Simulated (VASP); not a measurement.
# BaBiB4 (P6/mmm) in VASP: a series of runs

Runs on BaBiB4. Level: PBE. Tasks: relaxation of cell and atoms, single point.

All numbers are computed with VASP 6.6.1; they aren't measurements. Logs are shortened: lines on timing, memory, paths and dates and some standing lists are left out, and cuts for length are marked.

## 1. Starting point

The structure is hexagonal, space group P6/mmm (No. 191). Conventional cell: a = 3.070 Å, b = 3.070 Å, c = 7.136 Å, α = 90.00°, β = 90.00°, γ = 120.00°. Ba (site symmetry 6/mmm) has 12 B at 2.66 Å as nearest neighbours. Around B (site symmetry 3m) lie 3 B at 1.77 Å. Around Bi (site symmetry 6/mmm) lie 12 B at 2.38 Å.

The cell was built by a generator and needn't be a form met in nature.

## 2. Relaxation of cell and atoms, PBE

Input file INCAR:

```
SYSTEM = BaBiB4
PREC = Accurate ; ENCUT = 600
EDIFF = 1E-6 ; ISMEAR = 0
SIGMA = 0.1 ; LREAL = .FALSE.
LASPH = .TRUE. ; NELM = 100
ALGO = Fast ; ISIF = 3
LWAVE = .FALSE. ; LCHARG = .FALSE.
GGA = PE ; IBRION = 2
NSW = 90 ; EDIFFG = -0.04
```

Input file KPOINTS:

```
regular mesh
0
G
  6 6 4
  0 0 0
```

Input file POSCAR:

```
BaBiB4
1.0
    3.0695082000      0.0000000000      0.0000000000
   -1.5347541000      2.6582720800      0.0000000000
    0.0000000000      0.0000000000      7.1358779400
Ba B Bi
1 4 1
Direct
    0.0000000000      0.0000000000      0.5000000000
    0.3333333300      0.6666666700      0.7779863500
    0.6666666700      0.3333333300      0.7779863500
    0.3333333300      0.6666666700      0.2220136500
    0.6666666700      0.3333333300      0.2220136500
    0.0000000000      0.0000000000      0.0000000000
```

Potentials or basis: VASP PAW PBE potentials, release 64 (Ba_sv, B, Bi_d).

Command:

```console
cat potpaw_PBE.64/Ba_sv/POTCAR potpaw_PBE.64/B/POTCAR potpaw_PBE.64/Bi_d/POTCAR > POTCAR
mpirun -np 1 vasp_std > vasp.out
```

OUTCAR:

```text
SYSTEM = BaBiB4
   PREC = Accurate
   ENCUT = 600
   EDIFF = 1E-6
   ISMEAR = 0
   LREAL = .FALSE.
   LASPH = .TRUE.
   NELM = 100
   ISIF = 3
   GGA = PE
   IBRION = 2
   NSW = 90
   EDIFFG = -0.04

 ion  position               nearest neighbor table
   1  0.000  0.000  0.500-   2 2.66   3 2.66   4 2.66   5 2.66   3 2.66   5 2.66   2 2.66   4 2.66
                             3 2.66   5 2.66   2 2.66   4 2.66   6 3.57   6 3.57
   2  0.333  0.667  0.778-   3 1.77   3 1.77   3 1.77   6 2.38   6 2.38   6 2.38   1 2.66   1 2.66
                             1 2.66
   3  0.667  0.333  0.778-   2 1.77   2 1.77   2 1.77   6 2.38   6 2.38   6 2.38   1 2.66   1 2.66
                             1 2.66
   4  0.333  0.667  0.222-   5 1.77   5 1.77   5 1.77   6 2.38   6 2.38   6 2.38   1 2.66   1 2.66
                             1 2.66
   5  0.667  0.333  0.222-   4 1.77   4 1.77   4 1.77   6 2.38   6 2.38   6 2.38   1 2.66   1 2.66
                             1 2.66
   6  0.000  0.000  0.000-   2 2.38   3 2.38   4 2.38   5 2.38   3 2.38   5 2.38   2 2.38   4 2.38
                             3 2.38   5 2.38   2 2.38   4 2.38   1 3.57   1 3.57

  LATTYP: Found a hexagonal cell.
 ALAT       =     3.0695082000
 C/A-ratio  =     2.3247626248

  Lattice vectors:

 A1 = (   3.0695082000,   0.0000000000,   0.0000000000)
 A2 = (  -1.5347541000,   2.6582720800,   0.0000000000)
 A3 = (   0.0000000000,   0.0000000000,   7.1358779400)

Analysis of symmetry for initial positions (statically):
=====================================================================
 Subroutine PRICEL returns:
 Original cell was already a primitive cell.

 Routine SETGRP: Setting up the symmetry group for a
 hexagonal supercell.

 Subroutine GETGRP returns: Found 24 space group operations
 (whereof 24 operations were pure point group operations)
 out of a pool of 24 trial point group operations.

The static configuration has the point symmetry D_6h.

Analysis of symmetry for dynamics (positions and initial velocities):
=====================================================================
 Subroutine PRICEL returns:
 Original cell was already a primitive cell.

 Routine SETGRP: Setting up the symmetry group for a
 hexagonal supercell.

 Subroutine GETGRP returns: Found 24 space group operations
 (whereof 24 operations were pure point group operations)
 out of a pool of 24 trial point group operations.

The dynamic configuration has the point symmetry D_6h.

 Subroutine INISYM returns: Found 24 space group operations
 (whereof 24 operations are pure point group operations),
 and found     1 'primitive' translations

----------------------------------------------------------------------------------------

[... 89 lines left out ...]
   ICHARG =      2    charge: 1-file 2-atom 10-const
   ISPIN  =      1    spin polarized calculation?
   LNONCOLLINEAR =      F non collinear calculations
   LSORBIT =      F    spin-orbit coupling
   LASPH  =      T    aspherical Exc in radial PAW
   ENCUT  =  600.0 eV  44.10 Ry    6.64 a.u.   6.13  6.13 14.25*2*pi/ulx,y,z
   NELM   =    100;   NELMIN=  2; NELMDL= -5     # of ELM steps
   EDIFF  = 0.1E-05   stopping-criterion for ELM
   LREAL  =      F    real-space projection
   EDIFFG = -.4E-01   stopping-criterion for IOM
   NSW    =     90    number of steps for IOM
   IBRION =      2    ionic relax: 0-MD 1-quasi-New 2-CG
   NFREE  =      1    steps in history (QN), initial steepest desc. (CG)
   ISIF   =      3    stress and relaxation
   ISYM   =      2    0-nonsym 1-usesym 2-fastsym
   POTIM  = 0.5000    time-step for ionic-motion
   TEBEG  =    0.0;   TEEND  =   0.0 temperature during run
   PSTRESS=    0.0 pullay stress
   NELECT =      37.0000    total number of electrons
   NUPDOWN=      -1.0000    fix difference up-down
   EMIN   =  10.00;   EMAX   =-10.00  energy-range for DOS
   EFERMI =   0.00;   METHOD = LEGACY
   ISMEAR =     0;   SIGMA  =   0.10  broadening in eV -4-tet -1-fermi 0-gaus
   EFERMI_NEDOS =   21; number of points for ismear=-14 and -15
   IALGO  =     68    algorithm
   IMIX   =      4    mixing-type and parameters
     AMIX     =   0.40;   BMIX     =  1.00
     AMIX_MAG =   1.60;   BMIX_MAG =  1.00
  volume/ion in A,a.u.               =       9.70        65.49
  Fermi-wavevector in a.u.,A,eV,Ry     =   1.407463  2.659719 26.952474  1.980951
  Thomas-Fermi vector in A             =   2.529719
   LORBIT       =      0    0 simple, 1 ext, 2 COOP (PROOUT), +10 PAW based schemes
   GGA     = PE    functional components
   LHFCALC =     F    Hartree Fock is set to
   AEXX    =    0.0000 exact exchange contribution
   IVDW    =     0    specifies the selected vdW correction
   LEPSILON=     F    determine dielectric tensor
   LRPA    =     F    only Hartree local field effects (RPA)
 conjugate gradient relaxation of ions
 non-spin polarized calculation
 RMM-DIIS sequential band-by-band and
 Gauss-broadening in eV      SIGMA  =   0.10
  energy-cutoff  :      600.00
  volume of cell :       58.23
 maximum number of plane-waves:      1974
 NGX is ok and might be reduce to    28
   NGX = 13   NGY = 13   NGZ = 29

--------------------------------------- Ionic step        1  -------------------------------------------

 number of electron      37.0000003 magnetization

 Free energy of the ion-electron system (eV)
  ---------------------------------------------------
  ext. energy  EPLUGINS =         0.00000000
  ---------------------------------------------------
  free energy    TOTEN  =       -21.21087312 eV

  energy without entropy =      -21.19362122  energy(sigma->0) =      -21.20224717

 E-fermi :  11.6482     XC(G=0): -13.0142

 val. band max:       11.5179377459   @ k =   0.3333   0.1667   0.0000
 cond. band min:      11.6601114736   @ k =   0.1667   0.0000   0.2500
 fundamental gap:      0.1421737277
 Fermi energy:        11.6482327075
[... 1168 lines left out ...]
  FREE ENERGIE OF THE ION-ELECTRON SYSTEM (eV)
  ---------------------------------------------------
  free  energy   TOTEN  =       -28.8256302444 eV

  energy  without entropy=      -28.8174270657  energy(sigma->0) =      -28.82152866

[... ionic steps 4 to 9 ...]

--------------------------------------- Ionic step       10  -------------------------------------------

 number of electron      37.0000009 magnetization

------------------------ aborting loop because EDIFF is reached ----------------------------------------
[... 75 lines left out ...]
--------------------------------------- Ionic step       12  -------------------------------------------

 number of electron      37.0000010 magnetization

 Free energy of the ion-electron system (eV)
  ---------------------------------------------------
  ext. energy  EPLUGINS =         0.00000000
  ---------------------------------------------------
  free energy    TOTEN  =       -29.23029848 eV

  energy without entropy =      -29.22713163  energy(sigma->0) =      -29.22871505

 E-fermi :   6.5530     XC(G=0): -11.0823

 val. band max:        6.4967296258   @ k =   0.5000   0.0000   0.5000
 cond. band min:       6.6132602211   @ k =   0.3333   0.3333   0.2500
 fundamental gap:      0.1165305954
 Fermi energy:         6.5529945528
[... 556 lines left out ...]
  FREE ENERGIE OF THE ION-ELECTRON SYSTEM (eV)
  ---------------------------------------------------
  free  energy   TOTEN  =       -29.2302984756 eV

  energy  without entropy=      -29.2271316339  energy(sigma->0) =      -29.22871505

 reached required accuracy - stopping structural energy minimisation
```

CONTCAR:

```text
BaBiB4
   1.00000000000000
     3.2969348164853116    0.0000000000000000    0.0000000000000000
    -1.6484674082426558    2.8552293076785675    0.0000000000000000
     0.0000000000000000   -0.0000000000000000    9.2323141050854129
  Ba              B               Bi
     1     4     1
Direct
     0.0000000000000000    0.0000000000000000    0.5000000000000000
     0.3333333300000021    0.6666666699999979    0.7636827834959412
     0.6666666699999979    0.3333333300000021    0.7636827834959412
     0.3333333300000021    0.6666666699999979    0.2363172165040589
     0.6666666699999979    0.3333333300000021    0.2363172165040589
     0.0000000000000000    0.0000000000000000    0.0000000000000000

  0.00000000E+00  0.00000000E+00  0.00000000E+00
  0.00000000E+00  0.00000000E+00  0.00000000E+00
  0.00000000E+00  0.00000000E+00  0.00000000E+00
  0.00000000E+00  0.00000000E+00  0.00000000E+00
  0.00000000E+00  0.00000000E+00  0.00000000E+00
  0.00000000E+00  0.00000000E+00  0.00000000E+00
```

Run time: 21 min. Hardware: 1 thread of Intel Xeon Platinum 8175M at 2.50GHz (Skylake/Cascade Lake), shared host; peak memory 0.25 GiB.

What came out:

| Property | Result |
| --- | --- |
| Free energy | -29.2303 eV |
| Relaxed volume | 14.48 Å³/atom |
| Relaxed cell | a = 3.297 Å, b = 3.297 Å, c = 9.232 Å, α = 90.00°, β = 90.00°, γ = 120.00° |
| Space group after relaxing (to 0.05 Å) | P6/mmm (No. 191) |
| Energy gained by relaxing | 1336.6 meV/atom |
| Ionic steps | 12 |
| Pressure after relaxing | 0.0 GPa |
| Band gap on the k mesh | none (metal or under the smearing width) |

Forces in eV/Å, atoms in the order of the input:
```
Ba   0.000  0.000  0.000
B    0.000  0.000 -0.003
B    0.000  0.000 -0.003
B    0.000  0.000  0.003
B    0.000  0.000  0.003
Bi   0.000  0.000  0.000
```

The path:
| step | energy change (eV) | largest force (eV/Å) | pressure (GPa) | volume (Å³) |
| --- | --- | --- | --- | --- |
| 1 | 0.0000 | 1.6362 | 103.12 | 58.23 |
| 2 | -4.1938 | 0.0443 | -19.48 | 127.54 |
| 3 | -7.6148 | 0.2821 | -2.04 | 89.09 |
| 4 | -7.6128 | 0.2710 | -2.85 | 89.80 |
| 5 | -7.9371 | 0.2246 | -1.40 | 88.14 |
| 6 | -8.0008 | 0.1795 | 0.49 | 86.77 |
| 7 | -8.0036 | 0.1878 | 0.08 | 87.03 |
| 8 | -8.0036 | 0.1856 | 0.17 | 86.97 |
| 9 | -8.0099 | 0.1416 | -0.07 | 87.11 |
| 10 | -8.0176 | 0.0213 | -0.74 | 87.52 |
| 11 | -8.0176 | 0.0179 | 0.85 | 86.29 |
| 12 | -8.0194 | 0.0026 | 0.04 | 86.91 |

Final structure:
```
CELL_PARAMETERS angstrom
3.29693 0.00000 0.00000
-1.64847 2.85523 0.00000
0.00000 0.00000 9.23231
ATOMIC_POSITIONS crystal
Ba 0.00000 0.00000 0.50000
B 0.33333 0.66667 0.76368
B 0.66667 0.33333 0.76368
B 0.33333 0.66667 0.23632
B 0.66667 0.33333 0.23632
Bi 0.00000 0.00000 0.00000
```

Levels at points of the mesh, in eV from the Fermi level:
| k point | band 14 | band 15 | band 16 | band 17 | band 18 | band 19 | band 20 | band 21 | band 22 |
| --- | --- | --- | --- | --- | --- | --- | --- | --- | --- |
| (0.00, 0.00, 0.00) | -1.37 | 0.24 | 0.24 | 0.41 | 0.41 | 0.86 | 3.60 | 3.60 | 4.28 |
| (0.50, 0.00, 0.00) | -5.19 | -4.01 | -1.99 | -1.88 | -1.72 | -1.00 | 0.55 | 2.29 | 3.80 |
| (0.00, 0.00, 0.50) | 0.11 | 0.24 | 0.24 | 0.35 | 0.41 | 0.41 | 3.60 | 4.07 | 4.07 |
| (0.50, 0.00, 0.50) | -4.86 | -4.55 | -2.18 | -1.58 | -1.47 | -0.06 | 0.67 | 1.17 | 2.58 |

Caveat: the k mesh is coarse (spacing up to 0.39 Å⁻¹), so the values aren't converged; the volume moved by over 15 % at a fixed basis, so the end points are rough; spin-orbit coupling is left out, which moves the levels of the heavy elements.

## 3. Single point, PBE

Input file INCAR:

```
ALGO = Fast
EDIFF = 1E-6
ENCUT = 520
GGA = PE
ISIF = 2
ISMEAR = 0
LASPH = T
LCHARG = F
LREAL = F
LWAVE = F
NBANDS = 28
NELM = 100
PREC = Accurate
SIGMA = 0.1
```

Input file KPOINTS:

```
k-points
0
Gamma
  6 6 4
```

POSCAR is that of step 2.

Potentials or basis: VASP PAW PBE potentials, release 64 (Ba_sv, B, Bi_d).

Command:

```console
cat potpaw_PBE.64/Ba_sv/POTCAR potpaw_PBE.64/B/POTCAR potpaw_PBE.64/Bi_d/POTCAR > POTCAR
mpirun -np 1 vasp_std > vasp.out
```

OUTCAR:

```text
EDIFF = 1E-6
   ENCUT = 520
   GGA = PE
   ISIF = 2
   ISMEAR = 0
   LASPH = T
   LREAL = F
   NELM = 100
   PREC = Accurate

 ion  position               nearest neighbor table
   1  0.000  0.000  0.500-   2 2.66   3 2.66   4 2.66   5 2.66   3 2.66   5 2.66   2 2.66   4 2.66
                             3 2.66   5 2.66   2 2.66   4 2.66   6 3.57   6 3.57
   2  0.333  0.667  0.778-   3 1.77   3 1.77   3 1.77   6 2.38   6 2.38   6 2.38   1 2.66   1 2.66
                             1 2.66
   3  0.667  0.333  0.778-   2 1.77   2 1.77   2 1.77   6 2.38   6 2.38   6 2.38   1 2.66   1 2.66
                             1 2.66
[... 861 lines left out ...]
  -------------------------------------------------------------------------------------
  Total       30.0978172     30.0978172     52.2283160      0.0000000     -0.0000000      0.0000000
  in kB      828.1899223    828.1899234   1437.1462465      0.0000000     -0.0000000      0.0000000
  external PRESSURE =    1031.1753641 kB  Pullay stress =       0.0000000 kB

 VOLUME and BASIS-vectors are now :
 -----------------------------------------------------------------------------
  energy-cutoff  :      520.00
  volume of cell :       58.23
      direct lattice vectors                 reciprocal lattice vectors
     3.069508200  0.000000000  0.000000000     0.325785088  0.188092108  0.000000000
    -1.534754100  2.658272080  0.000000000     0.000000000  0.376184217  0.000000000
     0.000000000  0.000000000  7.135877940     0.000000000  0.000000000  0.140136926

 POSITION                                       TOTAL-FORCE (eV/Angst)
 -----------------------------------------------------------------------------------
      0.00000      0.00000      3.56794         0.000000     -0.000000     -0.000000
     -0.00000      1.77218      5.55162        -0.000000     -0.000000     -1.636943
      1.53475      0.88609      5.55162         0.000000      0.000000     -1.636943
     -0.00000      1.77218      1.58426        -0.000000     -0.000000      1.636943
      1.53475      0.88609      1.58426        -0.000000      0.000000      1.636943
      0.00000      0.00000      0.00000         0.000000     -0.000000     -0.000000
 -----------------------------------------------------------------------------------
    total drift:                                0.000000     -0.000000      0.000000

  FREE ENERGIE OF THE ION-ELECTRON SYSTEM (eV)
  ---------------------------------------------------
  free  energy   TOTEN  =       -21.2063079552 eV

  energy  without entropy=      -21.1890572974  energy(sigma->0) =      -21.19768263
```

Wall time 93 s (1 thread of Intel Xeon Platinum 8175M at 2.50GHz (Skylake/Cascade Lake), shared host); peak memory 0.19 GiB.

What came out:

```
Free energy            : -21.2063 eV
Pressure               : 103.1 GPa
Largest force          : 1.637 eV/Å
Band gap on the k mesh : none (metal or under the smearing width)
```

Forces in eV/Å, atoms in the order of the input:
```
Ba   0.000  0.000  0.000
B    0.000  0.000 -1.637
B    0.000  0.000 -1.637
B    0.000  0.000  1.637
B    0.000  0.000  1.637
Bi   0.000  0.000  0.000
```

Levels at points of the mesh, in eV from the Fermi level:
```csv
k point,band 15,band 16,band 17,band 18,band 19,band 20,band 21,band 22
"(0.00, 0.00, 0.00)",-1.84,-1.84,-1.46,0.46,1.88,1.88,2.40,3.75
"(0.50, 0.00, 0.00)",-4.94,-4.09,-3.80,-2.85,-1.07,0.59,0.85,2.53
"(0.00, 0.00, 0.50)",-2.11,-1.66,-1.66,0.94,1.35,1.35,2.40,3.99
"(0.50, 0.00, 0.50)",-5.80,-3.25,-2.93,-2.75,0.50,1.25,1.29,3.15
```

Caveat: the k mesh is coarse (spacing up to 0.39 Å⁻¹), so the values aren't converged; a pressure of tens of GPa on the cell as given is suspect, and the run, the potentials or the cell itself is likely at fault; spin-orbit coupling is left out, which moves the levels of the heavy elements; forces of over 1 eV/Å show positions far from the minimum, so gaps and moduli don't describe the material at rest.
